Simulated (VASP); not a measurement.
Computed with r2SCAN meta-GGA, VASP's PBE PAW potentials (set 64) (plane waves; VASP).

VASP input:

### POSCAR
```
SnTe
1.0
  0.0000000000   3.3114362039   3.1840732730
  3.1840732730   0.0000000000   3.1840732730
  3.1840732730   3.3114362039   0.0000000000
Sn Te
1 1
Cartesian
  0.0000000000   0.0000000000   0.0000000000
  3.1840732730   3.3114362039   3.1840732730
```

**INCAR**
```
SYSTEM = SnTe
PREC = Accurate; ENCUT = 480; LREAL = .False.
LASPH = .True.
EDIFF = 1E-7; NELM = 100; ALGO = Normal
LMAXMIX = 4; LMIXTAU = .True.
ISMEAR = 0; SIGMA = 0.05
METAGGA = R2SCAN
IBRION = 2; NSW = 30; ISIF = 2
EDIFFG = -0.01
LWAVE = .False.; LCHARG = .False.
```

File KPOINTS:
```
Automatic mesh
0
Gamma
8 8 8
0 0 0
```

POTCAR, in this order: Sn_d Te (PBE.64 set). Program: vasp_std.

Output of the run:

OSZICAR:
```
       N       E                     dE             d eps       ncg     rms          rms(c)
DAV:   1     0.764341442297E+02    0.76434E+02   -0.96345E+03  1658   0.156E+03
DAV:   2    -0.431174990658E+02   -0.11955E+03   -0.11717E+03  1772   0.364E+02
DAV:   3    -0.535125146142E+02   -0.10395E+02   -0.10272E+02  2156   0.992E+01
DAV:   4    -0.537804419922E+02   -0.26793E+00   -0.26785E+00  1814   0.177E+01
DAV:   5    -0.537919073955E+02   -0.11465E-01   -0.11465E-01  2420   0.352E+00    0.401E+00
DAV:   6    -0.505723579015E+02    0.32195E+01   -0.94136E-01  1994   0.162E+01    0.314E+00
DAV:   7    -0.504640532055E+02    0.10830E+00   -0.78212E-01  1652   0.909E+00    0.996E-01
DAV:   8    -0.506034259862E+02   -0.13937E+00   -0.65935E-01  1652   0.606E+00    0.530E-01
DAV:   9    -0.506278693298E+02   -0.24443E-01   -0.22130E-02  1844   0.112E+00    0.528E-01
DAV:  10    -0.506144297565E+02    0.13440E-01   -0.61298E-03  1844   0.586E-01    0.692E-01
DAV:  11    -0.506513987589E+02   -0.36969E-01   -0.10886E-01  1652   0.239E+00    0.161E-01
DAV:  12    -0.506528607918E+02   -0.14620E-02   -0.55630E-03  1778   0.588E-01    0.124E-01
DAV:  13    -0.506517022787E+02    0.11585E-02   -0.68920E-04  1880   0.235E-01    0.211E-01
DAV:  14    -0.506531770645E+02   -0.14748E-02   -0.30515E-03  1652   0.546E-01    0.392E-02
DAV:  15    -0.506532680110E+02   -0.90947E-04   -0.11074E-04  1880   0.968E-02    0.204E-02
DAV:  16    -0.506532804059E+02   -0.12395E-04   -0.83677E-06  1758   0.319E-02    0.101E-02
DAV:  17    -0.506532927346E+02   -0.12329E-04   -0.72369E-06  1742   0.281E-02    0.618E-03
DAV:  18    -0.506533019803E+02   -0.92456E-05   -0.27696E-05  1658   0.517E-02    0.486E-03
DAV:  19    -0.506533018947E+02    0.85523E-07   -0.91917E-07  1844   0.881E-03
   1 F= -.50653302E+02 E0= -.50653266E+02  d E =-.506533E+02
```

OUTCAR:
```
------------------------ aborting loop because EDIFF is reached ----------------------------------------
  FORCE on cell =-STRESS in cart. coord.  units (eV):
  Direction    XX          YY          ZZ          XY          YZ          ZX
  --------------------------------------------------------------------------------------
  Total       -0.0190425     -1.6049695     -0.0190425     -0.0000000      0.0000000      0.0000000
  in kB       -0.4543831    -38.2970102     -0.4543831     -0.0000000      0.0000000      0.0000000
  external PRESSURE =     -13.0685922 kB  Pullay stress =       0.0000000 kB
  volume of cell :       67.14
      direct lattice vectors                 reciprocal lattice vectors
     0.000000000  3.311436204  3.184073273    -0.157031562  0.150991887  0.157031562
     3.184073273  0.000000000  3.184073273     0.157031562 -0.150991887  0.157031562
     3.184073273  3.311436204  0.000000000     0.157031562  0.150991887 -0.157031562
 POSITION                                       TOTAL-FORCE (eV/Angst)
 -----------------------------------------------------------------------------------
      0.00000      0.00000      0.00000         0.000000      0.000000      0.000000
      3.18407      3.31144      3.18407         0.000000      0.000000      0.000000
 -----------------------------------------------------------------------------------
    total drift:                               -0.000000      0.000000      0.000000
  FREE ENERGIE OF THE ION-ELECTRON SYSTEM (eV)
  ---------------------------------------------------
  free  energy   TOTEN  =       -50.6533018947 eV

  energy  without entropy=      -50.6532307439  energy(sigma->0) =      -50.65326632

 reached required accuracy - stopping structural energy minimisation
```
(Selected blocks of OUTCAR.)

The compound is SnTe in the rock salt structure, which distorts at low temperature. This cell was strained or had an atom moved on purpose.
